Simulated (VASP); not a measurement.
Write the native input for VASP 6.6.1 that does the following.

| Quantity | Value |
| --- | --- |
| Task | relaxation of cell and atoms |
| Functional | PBE |
| Potentials or basis | VASP PAW PBE potentials, release 64 (La, Lu, N) |
| Cutoff | 520 eV |
| k mesh | 3 × 3 × 3 |
| Occupations | gaussian, width 0.15 eV |
| Spin | no spin polarisation |
| Further INCAR settings | PREC = Normal; ALGO = Fast; EDIFF = 0.0001; IBRION = 2; EDIFFG = -0.08; NSW = 24; ISIF = 3 |

The structure of LaLuN2 lies in POSCAR:

```
LaLuN2
1.0
    0.0000000000      4.3524143400      4.3524143400
    4.3524143400      0.0000000000      4.3524143400
    4.3524143400      4.3524143400      0.0000000000
La Lu N
2 2 4
Direct
    0.2500000000      0.2500000000      0.2500000000
    0.0000000000      0.0000000000      0.0000000000
    0.5000000000      0.5000000000      0.5000000000
    0.7500000000      0.7500000000      0.7500000000
    0.1250000000      0.1250000000      0.1250000000
    0.1250000000      0.1250000000      0.6250000000
    0.1250000000      0.6250000000      0.1250000000
    0.6250000000      0.1250000000      0.1250000000
```

The cell was built by a generator and needn't be a form met in nature.

These files were run (other wordings do the same):

INCAR

```
SYSTEM = LaLuN2
PREC     = Normal         ! precision mode
ENCUT    = 520            ! plane-wave cutoff, eV
EDIFF    = 1E-4           ! SCF threshold, eV
ISMEAR   = 0              ! smearing method
SIGMA    = 0.15           ! smearing width, eV
LREAL    = .FALSE.        ! projectors in reciprocal space
LASPH    = .TRUE.         ! aspherical terms in the spheres
NELM     = 60             ! most SCF steps
ALGO     = Fast           ! electronic algorithm
ISIF     = 3              ! what is computed and relaxed
LWAVE    = .FALSE.        ! write WAVECAR
LCHARG   = .FALSE.        ! write CHGCAR
GGA      = PE             ! functional
IBRION   = 2              ! ionic algorithm
NSW      = 24             ! ionic steps
EDIFFG   = -0.08          ! ionic threshold
```

KPOINTS

```
regular mesh
0
G
  3 3 3
  0 0 0
```

Potentials or basis: VASP PAW PBE potentials, release 64 (La, Lu, N).

Run with:

```console
$ cat potpaw_PBE.64/La/POTCAR potpaw_PBE.64/Lu/POTCAR potpaw_PBE.64/N/POTCAR > POTCAR
$ mpirun -np 1 vasp_std > vasp.out
```

Results of the run:

The relaxed volume is 30.42 Å³/atom. The relaxed cell is a = 7.008 Å, b = 7.008 Å, c = 7.008 Å, α = 60.00°, β = 60.00°, γ = 60.00°. The space group after relaxing (to 0.05 Å) is Fd-3m (No. 227). The energy gained by relaxing is 770.6 meV/atom and the ionic steps are 23. The pressure after relaxing is -0.3 GPa. The band gap on the k mesh is none (metal or under the smearing width).

Caveat: the k mesh is coarse (spacing up to 0.42 Å⁻¹), so the values aren't converged; the volume moved by over 15 % at a fixed basis, so the end points are rough.

Run time: 29 min on 1 thread of Intel(R) Xeon(R) Platinum 8488C (Sapphire Rapids) (shared host), peak memory 0.25 GiB.
